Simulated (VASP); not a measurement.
## Al2InN3: relaxation of cell and atoms with PBE

Al2InN3:

```
Al In N
1.0
    -1.62874    1.62874    6.92929
     1.62874   -1.62874    6.92929
     1.62874    1.62874   -6.92929
Al In N
2 1 3
Direct
  0.67495 0.67495 0.00000
  0.32505 0.32505 0.00000
  0.00000 0.00000 0.00000
  0.39834 0.89834 0.50000
  0.10166 0.60166 0.50000
  0.75000 0.25000 0.50000
```

The cell was built by a generator and needn't be a form met in nature.

```yaml
Program: VASP 6.6.1
Task: relaxation of cell and atoms
Functional: PBE
Potentials_or_basis: VASP PAW PBE potentials, release 64 (Al, In_d, N)
Cutoff: 520 eV
k_mesh: 10 × 10 × 10
Occupations: gaussian, width 0.03 eV
Spin: no spin polarisation
Further_INCAR_settings: ALGO = Normal; EDIFF = 1e-07; IBRION = 2; POTIM = 0.3; EDIFFG = -0.005; NSW = 60; ISIF = 3
```

The relaxed volume is 12.26 Å³/atom and the relaxed cell is a = 7.311 Å, b = 7.311 Å, c = 7.311 Å, α = 154.27°, β = 154.27°, γ = 36.70°. The space group after relaxing (to 0.05 Å) is I-4m2 (No. 119). The energy gained by relaxing is 0.0 meV/atom and the ionic steps are 5. The pressure after relaxing is 0.0 GPa. The band gap on the k mesh is 1.63 eV, direct.

Forces on the atoms (eV/Å):
```
Al   0.000  0.000  0.001
Al   0.000  0.000 -0.001
In   0.000  0.000  0.000
N    0.000  0.000 -0.002
N    0.000  0.000  0.002
N    0.000  0.000  0.000
```

Final structure:
```yaml
crystal:
  lattice:
    - [-1.62774, 1.62774, 6.93933]
    - [1.62774, -1.62774, 6.93933]
    - [1.62774, 1.62774, -6.93933]
  atoms:
    - { symbol: Al, position: [0.67488, 0.67488, 0.00000] }
    - { symbol: Al, position: [0.32512, 0.32512, 0.00000] }
    - { symbol: In, position: [0.00000, 0.00000, 0.00000] }
    - { symbol: N, position: [0.39844, 0.89844, 0.50000] }
    - { symbol: N, position: [0.10156, 0.60156, 0.50000] }
    - { symbol: N, position: [0.75000, 0.25000, 0.50000] }
```

Levels at points of the mesh, in eV from the valence-band top:
```tsv
k point	band 14	band 15	band 16	band 17	band 18	band 19	band 20	band 21
(0.00, 0.00, 0.00)	-1.60	-0.62	0.00	0.00	1.63	4.24	4.64	7.61
(0.50, 0.00, 0.00)	-1.30	-1.27	-0.76	-0.17	4.41	4.97	6.88	7.31
(0.50, 0.50, 0.00)	-2.70	-2.65	-2.03	-2.00	2.96	4.64	5.11	6.21
(0.50, 0.50, 0.50)	-1.13	-1.13	-0.27	-0.27	3.15	3.38	4.65	7.21
```

It took 14 min on 4 MPI ranks on Intel(R) Xeon(R) Platinum 8259CL CPU @ 2.50GHz (Skylake/Cascade Lake) (shared host), peak memory 0.54 GiB a rank.

Caveat: spin-orbit coupling is left out, which moves the levels of the heavy elements. Expect the measured gap to be larger: semilocal functionals such as PBE lack the derivative discontinuity.
